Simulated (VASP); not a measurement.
InGaO: relaxation of cell and atoms with PBE

Crystal: InGaO.

```xyz
6
Lattice="3.9669 0.0000 0.0000 -1.9835 3.4355 0.0000 0.0000 0.0000 7.2180" Properties=species:S:1:pos:R:3 pbc="T T T"
In    0.0000    0.0000    3.6090
In    0.0000    0.0000    0.0000
Ga    0.0000    2.2903    5.4135
Ga    1.9835    1.1452    1.8045
O     1.9835    1.1452    5.4135
O     0.0000    2.2903    1.8045
```

The cell was built by a generator and needn't be a form met in nature.

- Program: VASP 6.6.1
- Task: relaxation of cell and atoms
- Functional: PBE
- Potentials or basis: VASP PAW PBE potentials, release 64 (In_d, Ga_d, O)
- Cutoff: 520 eV
- k mesh: 4 × 4 × 2
- Occupations: gaussian, width 0.15 eV
- Spin: no spin polarisation
- Further INCAR settings: PREC = Normal; ALGO = Fast; EDIFF = 0.0001; IBRION = 2; EDIFFG = -0.08; NSW = 24; ISIF = 3

```
Relaxed volume                         : 17.44 Å³/atom
Relaxed cell                           : a = 3.533 Å, b = 3.533 Å, c = 9.680 Å, α = 90.00°, β = 90.00°, γ = 120.00°
Space group after relaxing (to 0.05 Å) : P6_3/mmc (No. 194)
Energy gained by relaxing              : 233.0 meV/atom
Ionic steps                            : 16
Pressure after relaxing                : -0.1 GPa
Band gap on the k mesh                 : none (metal or under the smearing width)
```

Stress tensor (GPa, compression positive):
```
-0.14  0.00  0.00
 0.00 -0.14  0.00
 0.00  0.00 -0.03
```

The path:
```csv
step,energy change (eV),largest force (eV/Å),pressure (GPa),volume (Å³)
1,0.0000,0.0000,8.30,98.37
2,-0.3499,0.0000,-0.17,110.95
3,-0.3519,0.0000,-0.19,111.80
4,-0.3496,0.0000,-1.30,113.51
5,-0.3520,0.0000,-0.99,112.46
6,-0.3521,0.0000,-0.44,112.16
7,-0.4258,0.0000,-0.62,112.39
8,-0.6697,0.0000,-0.96,112.66
9,-1.2032,0.0000,-2.59,111.45
10,0.0400,0.0000,0.52,103.05
11,-1.3088,0.0000,-2.64,110.71
12,-1.3538,0.0000,-2.54,109.54
13,-1.3498,0.0000,-2.65,110.06
14,-1.3303,0.0000,2.87,101.68
15,-1.3909,0.0000,-0.70,105.95
16,-1.3978,0.0000,-0.10,104.66
```

Final structure:
```yaml
crystal:
  lattice:
    - [3.53336, 0.00000, 0.00000]
    - [-1.76668, 3.05998, 0.00000]
    - [0.00000, 0.00000, 9.68027]
  atoms:
    - { symbol: In, position: [0.00000, 0.00000, 0.50000] }
    - { symbol: In, position: [0.00000, 0.00000, 0.00000] }
    - { symbol: Ga, position: [0.33333, 0.66667, 0.75000] }
    - { symbol: Ga, position: [0.66667, 0.33333, 0.25000] }
    - { symbol: O, position: [0.66667, 0.33333, 0.75000] }
    - { symbol: O, position: [0.33333, 0.66667, 0.25000] }
```

Levels at points of the mesh, in eV from the Fermi level:
```tsv
k point	band 30	band 31	band 32	band 33	band 34	band 35
(0.00, 0.00, 0.00)	-4.53	-2.47	-1.02	1.03	5.17	5.17
(0.50, 0.00, 0.00)	-3.04	-2.32	-1.50	0.01	1.30	2.23
(0.00, 0.00, 0.50)	-4.53	-1.89	-1.89	2.78	2.78	5.52
(0.50, 0.00, 0.50)	-3.61	-1.32	-1.32	0.10	0.10	2.21
```

Run time: 6.1 min on 1 thread of Intel(R) Xeon(R) Platinum 8259CL CPU @ 2.50GHz (Skylake/Cascade Lake), with other jobs on the host, peak memory 0.18 GiB.

Caveat: the k mesh is coarse (spacing up to 0.46 Å⁻¹), so the values aren't converged; the relaxation stopped at a loose force limit of 0.08 eV/Å, so its end isn't a converged minimum.
